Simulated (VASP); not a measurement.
MoI:

```
Mo I
1.0
     3.62326    0.00000    0.00000
     0.00000    3.62326    0.00000
     0.00000    0.00000    5.04208
Mo I
1 1
Direct
  0.50000 0.50000 0.50000
  0.00000 0.00000 0.50000
```

The cell was built by a generator and needn't be a form met in nature.

- Program: VASP 6.6.1
- Task: relaxation of cell and atoms
- Functional: PBE
- Dispersion: D3(BJ)
- Potentials or basis: VASP PAW PBE potentials, release 64 (Mo_sv, I)
- Cutoff: 600 eV
- k mesh: 7 × 7 × 5
- Occupations: fermi-dirac, width 0.05 eV
- Spin: no spin polarisation

At the start: pressure 8.7 GPa; volume 33.10 Å³/atom.

Q: Where does the relaxation end?

A: Over 24 steps the energy falls by 927.9 meV/atom and the volume is 22.76 Å³/atom (-31.2 %); space group P4/mmm (No. 123, to 0.05 Å).

Step by step:
| step | energy change (eV) | largest force (eV/Å) | pressure (GPa) | volume (Å³) |
| --- | --- | --- | --- | --- |
| 1 | 0.0000 | 0.0000 | 8.69 | 66.19 |
| 2 | 0.1889 | 0.0000 | -9.10 | 83.84 |
| 3 | -0.3613 | 0.0000 | -2.91 | 73.22 |
| 4 | -0.3628 | 0.0000 | -2.46 | 72.82 |
| 5 | -0.3628 | 0.0000 | -2.31 | 72.69 |
| 6 | -0.5052 | 0.0000 | -3.02 | 68.94 |
| 7 | -1.0935 | 0.0000 | -5.15 | 58.45 |
| 8 | -0.2980 | 0.0000 | 36.48 | 37.17 |
| 9 | -1.3289 | 0.0000 | -5.45 | 55.07 |
| 10 | -1.8522 | 0.0000 | -1.56 | 46.15 |
| 11 | -1.8488 | 0.0000 | 3.55 | 45.61 |
| 12 | -1.6092 | 0.0000 | -7.86 | 52.32 |
| 13 | -1.8442 | 0.0000 | -2.66 | 46.80 |
| 14 | -1.8484 | 0.0000 | -2.16 | 46.46 |
| 15 | -1.8516 | 0.0000 | -1.28 | 45.93 |
| 16 | -1.8516 | 0.0000 | -1.05 | 45.85 |
| 17 | -1.8338 | 0.0000 | 2.25 | 44.88 |
| 18 | -1.8559 | 0.0000 | -0.13 | 45.55 |
| 19 | -1.8559 | 0.0000 | -0.13 | 45.55 |
| 20 | -1.8554 | 0.0000 | 1.23 | 45.39 |
| 21 | -1.8559 | 0.0000 | -0.01 | 45.53 |
| 22 | -1.8559 | 0.0000 | -0.06 | 45.53 |
| 23 | -1.8558 | 0.0000 | 0.37 | 45.46 |
| 24 | -1.8559 | 0.0000 | 0.02 | 45.52 |

Final structure:
```
Mo I
1.0
     3.83433    0.00000    0.00000
     0.00000    3.83433    0.00000
     0.00000    0.00000    3.09613
Mo I
1 1
Direct
  0.50000 0.50000 0.50000
  0.00000 0.00000 0.50000
```

Caveat: the volume moved by over 15 % at a fixed basis, so the end points are rough; an odd number of electrons without spin polarisation forces a metal; a magnetic or distorted state may lie lower.
